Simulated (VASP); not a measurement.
Molecule: FTl, in a box.

```
F Tl
1.0
     9.00000    0.00000    0.00000
     0.00000    9.00000    0.00000
     0.00000    0.00000   12.00000
F Tl
1 1
Direct
  0.50144 0.50233 0.41598
  0.50144 0.50233 0.58968
```

Base run:

* Program: VASP 6.6.1
* Functional: PBE
* Potentials or basis: VASP PAW PBE potentials, release 64 (F, Tl_d)
* Cutoff: 520 eV
* k mesh: 1 × 1 × 1
* Occupations: gaussian, width 0.01 eV
* Spin: no spin polarisation

Its results: gap between the frontier levels 4.50 eV; largest force 0.690 eV/Å.

Q: The run is repeated on the same cell with these changes: functional from PBE to vdW-DF2; potentials or basis from VASP PAW PBE potentials, release 64 (F, Tl_d) to VASP PAW PBE potentials, release 64 (F_s, Tl_d); cutoff from 520 eV to 400 eV. What comes out?

A: Gap between the frontier levels 4.34 eV; largest force 1.318 eV/Å.

Caveats: spin-orbit coupling is left out, which as a rule narrows the gap of such compounds by several tenths of an eV; the PAW data sets were made with another functional, which shifts forces and pressure a little (some runs).

